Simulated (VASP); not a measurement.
**Input and output of a VASP LDA single-point calculation on BiB (distorted wurtzite)**

INCAR

```
LCHARG = .FALSE.
NSW = 0
LWAVE = .FALSE.
ENCUT = 520
PREC = Accurate
GGA = CA
SIGMA = 0.02
NBANDS = 26
LASPH = .TRUE.
LREAL = .FALSE.
IBRION = -1
NELM = 120
EDIFF = 1E-7
ISMEAR = -1
ISIF = 2
```

KPOINTS

```
KPOINTS created by Atomic Simulation Environment
0
Gamma
6 6 4
0 0 0
```

POSCAR

```
B  Bi
 1.0000000000000000
     3.8984999999999999   -0.0265000000000000   -0.0419000000000000
    -1.9722000000000000    3.5002000000000000    0.0234000000000000
    -0.0691000000000000    0.0047000000000000    6.4215000000000000
 B   Bi
   2   2
Cartesian
 -0.0406614699999999  2.4293272699999999  0.2299087500000000
  1.9062219300000003  1.0246939900000001  3.1276220900000000
  0.0646671900000001  2.3466547300000000  2.3199647100000003
  1.7139814500000001  1.3018166300000000  5.7919074100000003
```

VASP ran with the recommended LDA PAW datasets (36 valence electrons in the cell).

Command

```
mpirun -np 1 vasp_std
```

From OUTCAR

```
k-points           NKPTS =     76   k-points in BZ     NKDIM =     76   number of bands    NBANDS=     26

   NELECT =      36.0000    total number of electrons

   dimension x,y,z NGX =    30 NGY =   30 NGZ =   48
   dimension x,y,z NGXF=    60 NGYF=   60 NGZF=   96

  energy-cutoff  :      520.00
  volume of cell :       87.28
      direct lattice vectors                 reciprocal lattice vectors
     3.898500000 -0.026500000 -0.041900000     0.257523768  0.145084857  0.002664953
    -1.972200000  3.500200000  0.023400000     0.001947465  0.286796529 -0.000188955
    -0.069100000  0.004700000  6.421500000     0.001673234 -0.000098417  0.155744932

 k-points in reciprocal lattice and weights: KPOINTS created by Atomic Simulation Env
   0.00000000  0.00000000  0.00000000       0.007
   0.16666667 -0.00000000  0.00000000       0.014
   0.33333333 -0.00000000 -0.00000000       0.014
   0.50000000 -0.00000000  0.00000000       0.007
  -0.00000000  0.16666667  0.00000000       0.014
   0.16666667  0.16666667 -0.00000000       0.014
   0.33333333  0.16666667 -0.00000000       0.014
   0.50000000  0.16666667  0.00000000       0.014
   ...

 E-fermi :   6.3838

 k-point     1 :       0.0000    0.0000    0.0000
  band No.  band energies     occupation
      1     -16.8973      2.00000
      2     -16.7751      2.00000
      3     -16.7450      2.00000
      4     -16.7353      2.00000
      5     -16.7177      2.00000
      6     -16.6820      2.00000
      7     -16.6639      2.00000
      8     -16.6594      2.00000
      9     -16.6259      2.00000
     10     -16.6177      2.00000
     11      -7.6827      2.00000
     12      -5.4639      2.00000
     13      -1.0959      2.00000
     14       4.0670      2.00000
     15       4.8959      2.00000
     16       5.6497      2.00000
     17       5.9831      2.00000
     18       6.4262      0.21484
     19       6.7228      0.00000
     20       7.0039      0.00000
     21       8.1643      0.00000
     22       9.0193      0.00000
     23       9.4623      0.00000
     24      10.6846      0.00000
     25      11.4177      0.00000
     26      12.0702      0.00000

 k-point     2 :       0.1667   -0.0000    0.0000
  band No.  band energies     occupation
      1     -16.8922      2.00000
      2     -16.7689      2.00000
      3     -16.7485      2.00000
      4     -16.7342      2.00000
      5     -16.7156      2.00000
      6     -16.6761      2.00000
      7     -16.6608      2.00000
      8     -16.6532      2.00000
      9     -16.6299      2.00000
     10     -16.6167      2.00000
     11      -7.3969      2.00000
     12      -5.2415      2.00000
     13      -0.9314      2.00000
     14       2.9129      2.00000
     15       3.5679      2.00000
     16       4.3675      2.00000
     17       5.4502      2.00000
     18       5.6959      2.00000
     19       6.9446      0.00000
     20       7.6864      0.00000
     21       8.8157      0.00000
     22       9.1913      0.00000
     23      10.0944      0.00000
     24      10.9015      0.00000
     25      12.1665      0.00000
     26      12.7081      0.00000

 k-point     3 :       0.3333   -0.0000   -0.0000
  band No.  band energies     occupation
      1     -16.8837      2.00000
      2     -16.7642      2.00000
      3     -16.7544      2.00000
      4     -16.7357      2.00000
      5     -16.7016      2.00000
      6     -16.6821      2.00000
      7     -16.6476      2.00000
      8     -16.6375      2.00000
      9     -16.6331      2.00000
     10     -16.6092      2.00000
     11      -6.6409      2.00000
     12      -4.7628      2.00000
     13      -0.8653      2.00000
     14       1.3518      2.00000
     15       1.8347      2.00000
     16       2.9589      2.00000
     17       4.4229      2.00000
     18       4.9187      2.00000
     19       6.6395      0.00001
     20       7.5710      0.00000
     21       9.2167      0.00000
     22       9.7540      0.00000
     23      10.5523      0.00000
     24      12.0071      0.00000
     25      13.0287      0.00000
     26      13.3023      0.00000

 k-point     4 :       0.5000   -0.0000    0.0000
  band No.  band energies     occupation
      1     -16.8803      2.00000
      2     -16.7651      2.00000
      3     -16.7564      2.00000
      4     -16.7373      2.00000
      5     -16.6930      2.00000
      6     -16.6853      2.00000
      7     -16.6467      2.00000
      8     -16.6352      2.00000
      9     -16.6247      2.00000
     10     -16.6014      2.00000
     11      -6.0479      2.00000
     12      -4.6086      2.00000
     13      -1.0823      2.00000
     14       0.5837      2.00000
     15       1.3636      2.00000
     16       2.6404      2.00000
     17       3.7893      2.00000
     18       4.6077      2.00000
     19       6.4405      0.11097
     20       7.4089      0.00000
     21       9.1187      0.00000
     22       9.7779      0.00000
     23      10.8889      0.00000
     24      12.2811      0.00000
     25      13.7349      0.00000
     26      14.0362      0.00000

 k-point     5 :      -0.0000    0.1667    0.0000
  band No.  band energies     occupation
      1     -16.8921      2.00000
      2     -16.7769      2.00000
      3     -16.7422      2.00000
      4     -16.7267      2.00000
      5     -16.7197      2.00000
      6     -16.6826      2.00000
      7     -16.6555      2.00000
      8     -16.6538      2.00000
      9     -16.6279      2.00000
     10     -16.6188      2.00000
     11      -7.4114      2.00000
     12      -5.2595      2.00000
     13      -0.9634      2.00000
     14       2.4137      2.00000
     15       3.7770      2.00000
     16       4.2191      2.00000
     17       5.5130      2.00000
     18       6.2695      1.99345
     19       7.2091      0.00000
     20       7.8507      0.00000
     21       8.6990      0.00000
     22       9.5664      0.00000
     23       9.8553      0.00000
     24      11.0244      0.00000
     25      12.0991      0.00000
     26      12.5609      0.00000

 k-point     6 :       0.1667    0.1667   -0.0000
  band No.  band energies     occupation
      1     -16.8844      2.00000
      2     -16.7734      2.00000
      3     -16.7471      2.00000
      4     -16.7268      2.00000
      5     -16.7099      2.00000
      6     -16.6746      2.00000
      7     -16.6613      2.00000
      8     -16.6366      2.00000
      9     -16.6320      2.00000
     10     -16.6160      2.00000
     11      -6.9009      2.00000
     12      -4.9039      2.00000
     13      -0.8345      2.00000
     14       1.6671      2.00000
     15       2.2238      2.00000
     16       2.8678      2.00000
     17       4.6742      2.00000
     18       4.9138      2.00000
     19       7.8562      0.00000
     20       8.4672      0.00000
     21       9.0858      0.00000
     22       9.3455      0.00000
     23      10.6851      0.00000
     24      11.2598      0.00000
     25      12.2864      0.00000
     26      13.5141      0.00000

 k-point     7 :       0.3333    0.1667   -0.0000
  band No.  band energies     occupation
      1     -16.8779      2.00000
      2     -16.7676      2.00000
      3     -16.7532      2.00000
      4     -16.7301      2.00000
      5     -16.6983      2.00000
      6     -16.6764      2.00000
      7     -16.6506      2.00000
      8     -16.6357      2.00000
      9     -16.6258      2.00000
     10     -16.6102      2.00000
     11      -6.1102      2.00000
     12      -4.6106      2.00000
     13      -0.9125      2.00000
     14       0.7143      2.00000
     15       1.3937      2.00000
     16       2.0694      2.00000
     17       3.6495      2.00000
     18       3.9232      2.00000
     19       7.7898      0.00000
     20       8.3875      0.00000
     21       8.6338      0.00000
     22      10.3291      0.00000
     23      11.2512      0.00000
     24      12.1364      0.00000
     25      13.1964      0.00000
     26      13.7354      0.00000

 k-point     8 :       0.5000    0.1667    0.0000
  band No.  band energies     occupation
      1     -16.8788      2.00000
      2     -16.7629      2.00000
      3     -16.7549      2.00000
      4     -16.7341      2.00000
      5     -16.6972      2.00000
      6     -16.6785      2.00000
      7     -16.6444      2.00000
      8     -16.6365      2.00000
      9     -16.6320      2.00000
     10     -16.6042      2.00000
     11      -6.0425      2.00000
     12      -4.6449      2.00000
     13      -0.9343      2.00000
     14       0.7643      2.00000
     15       1.3901      2.00000
     16       1.9935      2.00000
     17       3.6389      2.00000
     18       3.9677      2.00000
     19       7.7299      0.00000
     20       8.2864      0.00000
     21       8.7000      0.00000
     22      10.3443      0.00000
     23      10.9523      0.00000
     24      12.3520      0.00000
     25      12.8638      0.00000
     26      13.7925      0.00000

 ...

  Total       -3.1943988     -4.6859648      2.6234331     -0.5145009      0.1231934      0.5367401
  in kB      -58.6394392    -86.0200527     48.1582469     -9.4446706      2.2614559      9.8529154
  external PRESSURE =     -32.1670817 kB  Pullay stress =       0.0000000 kB

 POSITION                                       TOTAL-FORCE (eV/Angst)
 -----------------------------------------------------------------------------------
     -0.04066      2.42933      0.22991        -1.026667      0.579955     -3.292988
      1.90622      1.02469      3.12762         0.443979      1.113562      0.731105
      0.06467      2.34665      2.31996        -0.605245     -0.929299      3.929967
      1.71398      1.30182      5.79191         1.187933     -0.764217     -1.368085
 -----------------------------------------------------------------------------------
    total drift:                                0.000527      0.000475      0.001433

  FREE ENERGIE OF THE ION-ELECTRON SYSTEM (eV)
  ---------------------------------------------------
  free  energy   TOTEN  =       -19.7160926043 eV

  energy  without entropy=      -19.7144595663  energy(sigma->0) =      -19.71527609
```

```yaml
gap_between_bands_v_and_c_on_the_k_mesh: "-0.13 eV (bands overlap: a metal)"
least_direct_gap_on_the_k_mesh: 0.27 eV
pressure: -3.2 GPa
largest_force: 4.08 eV/Å
```

Band v is the last that the valence electrons fill when counted band by band, and c is the next.

The run took about 60 s on one core of a shared host (Intel Xeon 6975P-C) and held 0.26 GiB at most.
